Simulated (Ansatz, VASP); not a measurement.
## One calculation of NaCaBr3, two programs

File POSCAR:

```
NaCaBr3
1.0
    5.6413113660      0.1410327841      0.0000000000
    0.1410327841      5.6413113660      0.0000000000
    0.0000000000      0.0000000000      5.6413113660
Na Ca Br
1 1 3
Direct
    0.0000000000      0.0000000000      0.0000000000
    0.5000000000      0.5000000000      0.5000000000
    0.5000000000      0.5000000000      0.0000000000
    0.5000000000      0.0000000000      0.5000000000
    0.0000000000      0.5000000000      0.5000000000
```

File INCAR.step1:

```
PREC     = Accurate       # precision mode
ENCUT    = 520            # plane-wave cutoff, eV
ISMEAR   = 0              # smearing method
SIGMA    = 0.01           # smearing width, eV
LREAL    = F              # projectors in reciprocal space
LASPH    = T              # aspherical terms in the spheres
NELM     = 100            # most SCF steps
NBANDS   = 27             # bands
GGA      = PE             # functional
ALGO     = Normal         # electronic algorithm
EDIFF    = 1E-4           # SCF threshold, eV
LWAVE    = T              # write WAVECAR
LCHARG   = F              # write CHGCAR
```

File INCAR.step2:

```
PREC     = Accurate       # precision mode
ENCUT    = 520            # plane-wave cutoff, eV
EDIFF    = 1E-7           # SCF threshold, eV
ISMEAR   = 0              # smearing method
SIGMA    = 0.01           # smearing width, eV
LREAL    = F              # projectors in reciprocal space
LASPH    = T              # aspherical terms in the spheres
NELM     = 100            # most SCF steps
ALGO     = Normal         # electronic algorithm
ISIF     = 2              # what is computed and relaxed
LWAVE    = F              # write WAVECAR
LCHARG   = F              # write CHGCAR
METAGGA  = R2SCAN         # meta-GGA
LMIXTAU  = T            
NBANDS   = 27             # bands
ISTART   = 1
```

Contents of KPOINTS:

```
Automatic mesh
0
Gamma
  4 4 4
```

Input for Ansatz:

```yaml
crystal:
  lattice:
    - [5.641311366, 0.1410327841, 0.0]
    - [0.1410327841, 5.641311366, 0.0]
    - [0.0, 0.0, 5.641311366]
  atoms:
    - { symbol: Na, position: [0.0, 0.0, 0.0] }
    - { symbol: Ca, position: [0.5, 0.5, 0.5] }
    - { symbol: Br, position: [0.5, 0.5, 0.0] }
    - { symbol: Br, position: [0.5, 0.0, 0.5] }
    - { symbol: Br, position: [0.0, 0.5, 0.5] }
kpoints:
  mp_grid: { grid: [4, 4, 4] }
  band_path:
    path: [[0.0, 0.0, 0.0], [0.0, 0.5, 0.0], [0.5, 0.5, 0.0], [0.5, 0.5, 0.5]]
    npoints: 1
hamiltonian:
  xc: r2scan
scf:
  occupations: { method: fixed }
  n_extra_bands: 5
output:
  forces: true
  stress: true
  eigenvalues: true
```

Change from the starting cell: shear_xy strain +5.0%.

Alike in both runs: task single point; functional r2SCAN; k mesh 4 × 4 × 4; no spin polarisation.

|  | VASP | Ansatz |
| --- | --- | --- |
| version | VASP 6.6.1 | Ansatz 0.2.0 |
| potentials or method | VASP PAW PBE potentials, release 64 (Na_pv, Ca_sv, Br) | plane waves, PAW |
| plane-wave cutoff (eV) | 520 | 500 |
| occupations | gaussian, width 0.01 eV | fixed |
| valence electrons in the cell | 38 | 40 |

Ansatz gave:

- gap on the k mesh at the Fermi level (eV): 3.76
- pressure (GPa): 0.0
- largest component of the traceless stress (GPa): 0.29

Q: Estimate VASP's values.

A: gap on the k mesh at the Fermi level (eV): 3.76; pressure (GPa): 0.1; largest component of the traceless stress (GPa): 0.28.

The two sets of potentials don't hold the same shells in valence.

Caveats: the PAW data sets were made with another functional, which shifts forces and pressure a little (VASP). A k mesh can miss the band edges.
